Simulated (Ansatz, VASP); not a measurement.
# Cross-check of Zr (Zr(10-10)) between VASP and Ansatz

One calculation is typed for both programs; each brings its own data sets and cutoff. How far apart do they land?

Program: Ansatz 0.2.0. Level of theory: plane waves, with VASP 6.6.1 beside it; single point at PBE. Results are calculated unless marked as measured.

In doubt: too few empty bands were carried, so the values of those runs are not to be relied on.

## Step 1: Set-up

The cell holds 12 atoms: 12 Zr. Cell: a = 3.234 Å, b = 5.166 Å, c = 29.937 Å, α = 90.0°, β = 90.0°, γ = 90.0°. It derives from Zr. As first built, before any earlier steps moved the atoms: 12 layers of hcp Zr, cut at this functional's lattice. Vacuum lies along c.

## Step 2: VASP: single point, PBE

With cell and atoms fixed, the geometry can't cause a difference; cores, projectors, grids and the points listed under the comparison can.

Lines of VASP's logs that name or quote its potential files are left out, and so is its time.

INCAR reads:

```
SYSTEM = Zr
PREC = Normal
ENCUT = 320
EDIFF = 1E-06
NELM = 120
ISMEAR = 1
SIGMA = 0.15
LREAL = .FALSE.
ALGO = Fast
GGA = PE
NBANDS = 89
LASPH = .TRUE.
LORBIT = 11
LWAVE = .FALSE.
LCHARG = .TRUE.
KPAR = 4
IDIPOL = 3
LDIPOL = .TRUE.
DIPOL = 0.5 0.5 0.5
LVHAR = .TRUE.
LVACPOTAV = .TRUE.
NEDOS = 1500
```

POSCAR reads:

```
Zr
1.0
    3.2339397499      0.0000000000      0.0000000000
    0.0000000000      5.1656717439      0.0000000000
    0.0000000000      0.0000000000     29.9369278812
Zr
12
Direct
    0.0000000000      0.0000000000      0.2537484252
    0.5000000000      0.0000000000      0.3424588600
    0.5000000000      0.5000000000      0.2827383582
    0.0000000000      0.0000000000      0.4365598058
    0.0000000000      0.5000000000      0.3750949815
    0.5000000000      0.0000000000      0.5313682109
    0.5000000000      0.5000000000      0.4686317891
    0.0000000000      0.0000000000      0.6249050185
    0.0000000000      0.5000000000      0.5634401942
    0.5000000000      0.0000000000      0.7172616418
    0.5000000000      0.5000000000      0.6575411400
    0.0000000000      0.5000000000      0.7462515748
```

KPOINTS reads:

```
Automatic mesh
0
Gamma
9 6 1
0 0 0
```

The projector-augmented-wave data sets are Zr_sv (PBE family, release 64).

The run is started by

```console
$ mpirun -np 4 vasp_std
```

Numbers of over 12 decimals in the logs are rounded to 6 here.

What it wrote:

```text
[banner, memory and clock lines left out]
running    4 mpi-ranks, on    1 nodes
 distrk:  each k-point on    1 cores,    4 groups
 distr:  one band on    1 cores,    1 groups

 POSCAR found type information on POSCAR Zr
 POSCAR found :  1 types and      12 ions
 LDA part: xc-table for (Slater+PW92), standard interpolation
 POSCAR, INCAR and KPOINTS ok, starting setup
 FFT: planning ... GRIDC
 FFT: planning ... GRID_SOFT
 FFT: planning ... GRID
 WAVECAR not read
 entering main loop
       N       E                     dE             d eps       ncg     rms          rms(c)
DAV:   1     0.113754277802E+04    0.11375E+04   -0.62884E+04  4480   0.107E+03
DAV:   2     0.296391632477E+02   -0.11079E+04   -0.10751E+04  3972   0.376E+02
DAV:   3    -0.846854675988E+02   -0.11432E+03   -0.11061E+03  5816   0.740E+01
DAV:   4    -0.103735032682E+03   -0.19050E+02   -0.18864E+02  5872   0.300E+01
DAV:   5    -0.106259086257E+03   -0.25241E+01   -0.25181E+01  5392   0.869E+00    0.343E+01
RMM:   6    -0.135139069093E+03   -0.28880E+02   -0.10973E+02  5113   0.150E+01    0.207E+01
RMM:   7    -0.156996804916E+03   -0.21858E+02   -0.91794E+01  5107   0.133E+01    0.252E+01
RMM:   8    -0.990881176525E+02    0.57909E+02   -0.12465E+01  4612   0.763E+00    0.864E+00
RMM:   9    -0.988863417054E+02    0.20178E+00   -0.40105E+00  5418   0.337E+00    0.540E+00
RMM:  10    -0.989505660417E+02   -0.64224E-01   -0.15074E+00  5375   0.205E+00    0.431E+00
RMM:  11    -0.986975727533E+02    0.25299E+00   -0.48834E-01  4990   0.180E+00    0.157E+00
RMM:  12    -0.986832833371E+02    0.14289E-01   -0.49525E-01  5337   0.131E+00    0.799E-01
RMM:  13    -0.986869125776E+02   -0.36292E-02   -0.13930E-01  5847   0.739E-01    0.314E-01
RMM:  14    -0.986891470766E+02   -0.22345E-02   -0.63842E-02  6365   0.377E-01    0.172E-01
RMM:  15    -0.986915498292E+02   -0.24028E-02   -0.24653E-02  6625   0.237E-01    0.997E-02
RMM:  16    -0.986933485230E+02   -0.17987E-02   -0.14403E-02  6482   0.167E-01    0.580E-02
RMM:  17    -0.986941616057E+02   -0.81308E-03   -0.67556E-03  6587   0.124E-01    0.387E-02
RMM:  18    -0.986946662156E+02   -0.50461E-03   -0.43145E-03  6585   0.908E-02    0.209E-02
RMM:  19    -0.986948870566E+02   -0.22084E-03   -0.21122E-03  6454   0.699E-02    0.146E-02
RMM:  20    -0.986950600455E+02   -0.17299E-03   -0.14996E-03  6369   0.543E-02    0.819E-03
RMM:  21    -0.986951657442E+02   -0.10570E-03   -0.72407E-04  6223   0.435E-02    0.561E-03
WARNING in EDDRMM: call to ZHEGV failed, returncode =   8  4     44
RMM:  22    -0.986952748284E+02   -0.10908E-03   -0.53821E-04  6141   0.344E-02    0.545E-03
RMM:  23    -0.986953495553E+02   -0.74727E-04   -0.29122E-04  5955   0.275E-02    0.421E-03
WARNING in EDDRMM: call to ZHEGV failed, returncode =   8  4     46
RMM:  24    -0.986954030020E+02   -0.53447E-04   -0.19838E-04  5704   0.220E-02    0.212E-03
RMM:  25    -0.986954501140E+02   -0.47112E-04   -0.11239E-04  5567   0.179E-02    0.288E-03
RMM:  26    -0.986954656901E+02   -0.15576E-04   -0.84633E-05  5029   0.143E-02    0.178E-03
RMM:  27    -0.986954722506E+02   -0.65605E-05   -0.47943E-05  4720   0.117E-02    0.213E-03
WARNING in EDDRMM: call to ZHEGV failed, returncode =   8  4     76
RMM:  28    -0.986954754256E+02   -0.31750E-05   -0.35482E-05  4284   0.943E-03    0.286E-03
RMM:  29    -0.986954778552E+02   -0.24296E-05   -0.19394E-05  3909   0.779E-03    0.291E-03
WARNING in EDDRMM: call to ZHEGV failed, returncode =   6  3     87
RMM:  30    -0.986954801234E+02   -0.22682E-05   -0.14440E-05  3957   0.663E-03    0.252E-03
RMM:  31    -0.986954811325E+02   -0.10091E-05   -0.85954E-06  3481   0.547E-03    0.232E-03
RMM:  32    -0.986954816531E+02   -0.52056E-06   -0.64096E-06  3240   0.466E-03
|                                                                             |
|           W    W    AA    RRRRR   N    N  II  N    N   GGGG   !!!           |
|           W    W   A  A   R    R  NN   N  II  NN   N  G    G  !!!           |
|           W    W  A    A  R    R  N N  N  II  N N  N  G       !!!           |
|           W WW W  AAAAAA  RRRRR   N  N N  II  N  N N  G  GGG   !            |
|           WW  WW  A    A  R   R   N   NN  II  N   NN  G    G                |
|           W    W  A    A  R    R  N    N  II  N    N   GGGG   !!!           |
|                                                                             |
|     Did not find any points to average over, which means that no vacuum     |
|     field-free region was found. Please increase the size of  your cell     |
|     in the dimension of the dipole correction to obtain accurate            |
|     workfunction values.                                                    |
|                                                                             |

   1 F= -.98695482E+02 E0= -.98693442E+02  d E =-.611779E-02
```

Parts of OUTCAR (step 2):

```text
ion  position               nearest neighbor table
   1  0.000  0.000  0.254-   2 3.11   2 3.11   3 3.17   3 3.17   3 3.17   3 3.17
   2  0.500  0.000  0.342-   1 3.11   1 3.11   3 3.14   3 3.14   5 3.20   5 3.20   5 3.20   5 3.20
                             4 3.25   4 3.25
   3  0.500  0.500  0.283-   2 3.14   2 3.14   1 3.17   1 3.17   1 3.17   1 3.17   5 3.20   5 3.20

  LATTYP: Found a simple orthorhombic cell.
 ALAT       =     3.2339397499
 B/A-ratio  =     1.5973308544
 C/A-ratio  =     9.2571074901

 Subroutine GETGRP returns: Found  8 space group operations
 (whereof  4 operations were pure point group operations)

The static configuration has the point symmetry C_2v.
 The point group associated with its full space group is D_2h.

 Found     20 irreducible k-points:

   k-points           NKPTS =     20   k-points in BZ     NKDIM =     20   number of bands    NBANDS=     89

   dimension x,y,z NGX =    14 NGY =   24 NGZ =  140
   dimension x,y,z NGXF=    28 NGYF=   48 NGZF=  280

   ENCUT  =  320.0 eV  23.52 Ry    4.85 a.u.   4.72  7.53 43.67*2*pi/ulx,y,z

   NELECT =     144.0000    total number of electrons

 k-points in reciprocal lattice and weights: Automatic mesh
   0.00000000  0.00000000  0.00000000       0.019
   0.11111111  0.00000000  0.00000000       0.037
   0.22222222  0.00000000  0.00000000       0.037
   0.33333333  0.00000000  0.00000000       0.037
   0.44444444  0.00000000  0.00000000       0.037
   0.00000000  0.16666667  0.00000000       0.037
   0.11111111  0.16666667  0.00000000       0.074
   0.22222222  0.16666667  0.00000000       0.074
   0.33333333  0.16666667  0.00000000       0.074
[...]
0.33333333  0.50000000  0.00000000       0.037
   0.44444444  0.50000000  0.00000000       0.037

 dipolmoment           0.000000      0.000000      0.000000 electrons x Angstroem

 average (electrostatic) potential at core
       1 -80.5616       2 -80.0852       3 -80.2370       4 -80.1929       5 -80.2236
       6 -80.2163       7 -80.2163       8 -80.2236       9 -80.1929      10 -80.2370
      11 -80.0852      12 -80.5616

 E-fermi :   3.4456

 k-point     1 :       0.0000    0.0000    0.0000
  band No.  band energies     occupation
    ...
     65       3.0224      2.00049
     66       3.0830      2.00332
     67       3.2332      2.06231
     68       3.2421      2.06647
     69       3.3641      1.78630
     70       3.5071      0.36707
     71       3.8563     -0.00075
     72       3.9811     -0.00001
     73       4.0425     -0.00000
     74       4.1415     -0.00000
    ...

 k-point     2 :       0.1111    0.0000    0.0000
  band No.  band energies     occupation
    ...
     66       2.9054      2.00000
     67       3.0348      2.00075
     68       3.0541      2.00140
     69       3.2914      2.05564
     70       3.3769      1.69272
     71       3.5780     -0.01643
     72       3.6181     -0.06900
     73       3.8752     -0.00039
     74       3.8880     -0.00025
     75       3.9952     -0.00000
    ...

 k-point     3 :       0.2222    0.0000    0.0000
  band No.  band energies     occupation
    ...
     68       2.7017      2.00000
     69       2.8396      2.00000
     70       3.0092      2.00031
     71       3.2370      2.06420
     72       3.2454      2.06770
     73       3.5398      0.13563
     74       3.5529      0.07006
     75       3.6616     -0.06049
     76       3.6873     -0.04509
     77       3.8365     -0.00142
    ...

  Total       -6.4177548     -3.7462596     -2.3796871      0.0000000      0.0000000      0.0000000
  in kB      -20.5602193    -12.0016924     -7.6236767      0.0000000      0.0000000      0.0000000
  external PRESSURE =     -13.3951962 kB  Pullay stress =       0.0000000 kB

  energy-cutoff  :      320.00
  volume of cell :      500.11
      direct lattice vectors                 reciprocal lattice vectors
     3.233939750  0.000000000  0.000000000     0.309220356  0.000000000  0.000000000
     0.000000000  5.165671744  0.000000000     0.000000000  0.193585665  0.000000000
     0.000000000  0.000000000 29.936927881     0.000000000  0.000000000  0.033403561

 POSITION                                       TOTAL-FORCE (eV/Angst)
 -----------------------------------------------------------------------------------
      0.00000      0.00000      7.59645         0.000000      0.000000      0.028357
      1.61697      0.00000     10.25217         0.000000      0.000000     -0.003156
      1.61697      2.58284      8.46432         0.000000      0.000000      0.004303
      0.00000      0.00000     13.06926         0.000000      0.000000      0.030738
      0.00000      2.58284     11.22919         0.000000      0.000000      0.002965
      1.61697      0.00000     15.90753         0.000000      0.000000     -0.034331
      1.61697      2.58284     14.02940         0.000000      0.000000      0.034331
      0.00000      0.00000     18.70774         0.000000      0.000000     -0.002965
      0.00000      2.58284     16.86767         0.000000      0.000000     -0.030738
      1.61697      0.00000     21.47261         0.000000      0.000000     -0.004303
      1.61697      2.58284     19.68476         0.000000      0.000000      0.003156
      0.00000      2.58284     22.34048         0.000000      0.000000     -0.028357
 -----------------------------------------------------------------------------------
    total drift:                                0.000000      0.000000      0.000000

  FREE ENERGIE OF THE ION-ELECTRON SYSTEM (eV)
  ---------------------------------------------------
  free  energy   TOTEN  =       -98.6954816531 eV

  energy  without entropy=      -98.6893638647  energy(sigma->0) =      -98.69344239

 vacuum level on the upper side and lower side of the slab         7.236         7.236

 total charge
# of ion       s       p       d       tot
------------------------------------------
    1        2.240   5.916   1.655   9.811
    2        2.231   5.962   1.631   9.825
    3        2.230   5.945   1.632   9.807
    4        2.227   5.957   1.617   9.802
    5        2.230   5.958   1.615   9.804
    6        2.228   5.958   1.610   9.796
    7        2.228   5.958   1.610   9.796
    8        2.230   5.958   1.615   9.804
    9        2.227   5.957   1.617   9.802
   10        2.230   5.945   1.632   9.807
   11        2.231   5.962   1.631   9.825
   12        2.240   5.916   1.655   9.811
--------------------------------------------------
tot         26.775  71.394  19.519 117.688

[... 3 further parts left out ...]
```

(Part 1 of 2 ends here.)

[Lines on the potential files, build, host, timing and source positions are cut from VASP's logs without a mark.]

[Logs are printed without paths, hosts, clocks, repeated set-up lines and the standing remarks that a program may print on its own settings, such as how far it seeks lower states.]

[Hosts, paths, dates, database ids (printed as entryN), source tags and the programs' standing remarks are cut or masked in the printed files.]
